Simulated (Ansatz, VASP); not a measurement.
This is a calculation of GaF for VASP 6.6.1.

Contents of INCAR:

```
SYSTEM = GaF
ALGO = Normal
EDIFF = 1E-6
ENCUT = 520
GGA = PE
ISIF = 2
ISMEAR = -1
LASPH = .TRUE.
LCHARG = .TRUE.
LELF = .TRUE.
LREAL = .FALSE.
LVHAR = .TRUE.
LWAVE = .FALSE.
NBANDS = 17
NELM = 100
PREC = Accurate
SIGMA = 0.05
```

KPOINTS

```
k-points
0
G
  8 8 8
  0 0 0
```

Contents of POSCAR:

```
GaF
1.0
    3.1012912533      0.0000000000      0.0000000000
    0.0000000000      3.1012912533      0.0000000000
    0.0000000000      0.0000000000      3.1012912533
Ga F
1 1
Direct
    0.0000000000      0.0000000000      0.0000000000
    0.5000000000      0.5000000000      0.5000000000
```

Potentials or basis: VASP PAW PBE potentials, release 64 (Ga_d, F).

The run is started by

```sh
$ cat potpaw_PBE.64/Ga_d/POTCAR potpaw_PBE.64/F/POTCAR > POTCAR
$ mpirun -np 1 vasp_std > vasp.out
```

Task: Translate it to Ansatz 0.2.0. Potentials there: all-electron LAPW, scalar-relativistic.

Result: As run (the cutoff follows the program's own potentials):

The input input.yaml:

```yaml
crystal:
  lattice:
    - [3.1012912533, 0.0, 0.0]
    - [0.0, 3.1012912533, 0.0]
    - [0.0, 0.0, 3.1012912533]
  atoms:
    - { symbol: Ga, position: [0.0, 0.0, 0.0] }
    - { symbol: F, position: [0.5, 0.5, 0.5] }
kpoints:
  mp_grid: { grid: [8, 8, 8] }
scf:
  occupations: { method: fermi_dirac, width: 0.05 }
hamiltonian:
  xc: pbe
  pseudopotentials: { kind: all_electron, lapw: { basis_error: 0.0005 } }
output:
  forces: true
  stress: true
  eigenvalues: true
```

Potentials or basis: all-electron LAPW, scalar-relativistic.

Command:

```sh
$ ansatz run input.yaml --threads 1 --pin off --max-ram 3072MiB --backend cpu --events-out ev --progress --plain --runs-dir out
```

Both were run:

|  | VASP | Ansatz | Ansatz less VASP |
| --- | --- | --- | --- |
| gap on the k mesh at the Fermi level (eV) | none | none | - |
| pressure (GPa) | 3.0 | 3.1 | +0.18 |

A gap of «none» marks a metal or a gap that the smearing closes. Ansatz ran all-electron here, so the differences hold the error of VASP's frozen core and of both bases.
